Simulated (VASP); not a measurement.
OSZICAR of a VASP run on HfC (rock salt):

### OSZICAR
```
       N       E                     dE             d eps       ncg     rms          rms(c)
DAV:   1     0.506934194249E+02    0.50693E+02   -0.87333E+03  1592   0.143E+03
DAV:   2    -0.145143609445E+02   -0.65208E+02   -0.60900E+02  2253   0.315E+02
DAV:   3    -0.177637890800E+02   -0.32494E+01   -0.30985E+01  2266   0.513E+01
DAV:   4    -0.178391256432E+02   -0.75337E-01   -0.75089E-01  2385   0.793E+00
DAV:   5    -0.178400659669E+02   -0.94032E-03   -0.93967E-03  2204   0.720E-01    0.663E+01
DAV:   6    -0.240666983731E+02   -0.62266E+01   -0.19988E+01  1778   0.441E+01    0.349E+01
DAV:   7    -0.183717523157E+02    0.56949E+01   -0.14585E+02  1584   0.140E+03    0.155E+01
DAV:   8    -0.242194627866E+02   -0.58477E+01   -0.15760E+01  1611   0.363E+01    0.660E+00
DAV:   9    -0.244512825932E+02   -0.23182E+00   -0.17302E+00  1791   0.977E+00    0.303E+00
DAV:  10    -0.244273049268E+02    0.23978E-01   -0.19478E-01  1959   0.318E+00    0.439E+00
DAV:  11    -0.243360834663E+02    0.91221E-01   -0.30987E-02  1635   0.222E+00    0.924E+00
DAV:  12    -0.243804907640E+02   -0.44407E-01   -0.27849E-02  1608   0.215E+00    0.110E+00
DAV:  13    -0.243803700266E+02    0.12074E-03   -0.89184E-02  1823   0.198E+00    0.145E+00
DAV:  14    -0.243860247211E+02   -0.56547E-02   -0.28711E-03  1706   0.561E-01    0.645E-01
DAV:  15    -0.243859740598E+02    0.50661E-04   -0.50478E-04  1932   0.147E-01    0.328E-01
DAV:  16    -0.243855439278E+02    0.43013E-03   -0.20760E-03  1861   0.237E-01    0.180E-01
DAV:  17    -0.243857192326E+02   -0.17530E-03   -0.12163E-04  1632   0.111E-01    0.403E-02
DAV:  18    -0.243857142477E+02    0.49849E-05   -0.49528E-05  1877   0.372E-02    0.197E-02
DAV:  19    -0.243857178952E+02   -0.36475E-05   -0.17654E-06  1283   0.122E-02    0.769E-03
DAV:  20    -0.243857180425E+02   -0.14735E-06   -0.30983E-06  1412   0.103E-02
   1 F= -.24385718E+02 E0= -.24385654E+02  d E =-.243857E+02
       N       E                     dE             d eps       ncg     rms          rms(c)
DAV:   1    -0.243857672421E+02   -0.49347E-04   -0.25041E-03  1596   0.492E-01    0.152E-01
DAV:   2    -0.243857290132E+02    0.38229E-04   -0.76339E-05  1632   0.956E-02    0.853E-02
DAV:   3    -0.243857064230E+02    0.22590E-04   -0.10244E-04  1641   0.799E-02    0.470E-02
DAV:   4    -0.243857079103E+02   -0.14873E-05   -0.47270E-06  1856   0.182E-02    0.381E-02
DAV:   5    -0.243857031421E+02    0.47683E-05   -0.24858E-06  1623   0.132E-02    0.215E-02
DAV:   6    -0.243857056748E+02   -0.25327E-05   -0.18725E-06  1485   0.141E-02    0.755E-04
DAV:   7    -0.243857059842E+02   -0.30945E-06   -0.82459E-08   810   0.287E-03
   2 F= -.24385706E+02 E0= -.24385641E+02  d E =0.120583E-04
       N       E                     dE             d eps       ncg     rms          rms(c)
DAV:   1    -0.243857467121E+02   -0.41037E-04   -0.99930E-04  1590   0.311E-01    0.959E-02
DAV:   2    -0.243857307945E+02    0.15918E-04   -0.30231E-05  1626   0.603E-02    0.540E-02
DAV:   3    -0.243857205721E+02    0.10222E-04   -0.40722E-05  1647   0.509E-02    0.298E-02
DAV:   4    -0.243857221704E+02   -0.15982E-05   -0.15671E-06  1144   0.113E-02    0.222E-02
DAV:   5    -0.243857230561E+02   -0.88569E-06   -0.12571E-06   874   0.838E-03
   3 F= -.24385723E+02 E0= -.24385659E+02  d E =-.501353E-05
```

Q: Which electronic solver shows in the log?

A: It is blocked Davidson (ALGO = Normal, or the opening steps of other solvers). The INCAR had ALGO = Normal.

Q: Can the final energy be trusted as converged?

A: The run converged. It stopped with EDIFF = 1E-6, NELM = 100, NSW = 60 and EDIFFG = -0.01 after 3 ionic steps (TPSS meta-GGA, plane waves, VASP's PBE PAW potentials (set 64)).

The compound is HfC in the rock salt structure. This run relaxes it. Symmetry was kept, so distortions that lower it aren't found.
